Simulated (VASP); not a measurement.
SnTe:

```xyz
2
Lattice="0.0000 3.1509 3.1509 3.1509 0.0000 3.1509 3.1509 3.1509 0.0000" Properties=species:S:1:pos:R:3 pbc="T T T"
Sn    0.0000    0.0000    0.0000
Te    3.1509    3.1509    3.1509
```

- Program: VASP 6.6.1
- Task: relaxation of cell and atoms
- Functional: LDA
- Potentials or basis: VASP PAW LDA potentials, release 64 (Sn_d, Te)
- Cutoff: 600 eV
- k mesh: 10 × 10 × 10
- Occupations: gaussian, width 0.03 eV
- Spin: no spin polarisation

At the start: pressure -1.5 GPa; volume 31.28 Å³/atom.

**Question.** How do energy, volume and symmetry change on relaxing?

**Answer.** Over 3 steps the energy falls by 4.2 meV/atom and the volume is 30.36 Å³/atom (-2.9 %); space group Fm-3m (No. 225, to 0.05 Å).

The path:
```csv
step,energy change (eV),largest force (eV/Å),pressure (GPa),volume (Å³)
1,0.0000,0.0000,-1.45,62.56
2,-0.0073,0.0000,0.58,60.03
3,-0.0085,0.0000,0.00,60.72
```

Final structure:
```cif
data_structure
_symmetry_space_group_name_H-M 'P 1'
_symmetry_Int_Tables_number 1
_cell_length_a 4.4117
_cell_length_b 4.4117
_cell_length_c 4.4117
_cell_angle_alpha 60.000
_cell_angle_beta 60.000
_cell_angle_gamma 60.000
_cell_volume 60.72
loop_
_atom_site_label
_atom_site_type_symbol
_atom_site_fract_x
_atom_site_fract_y
_atom_site_fract_z
_atom_site_occupancy
Sn1 Sn 0.00000 0.00000 0.00000 1
Te1 Te 0.50000 0.50000 0.50000 1
```
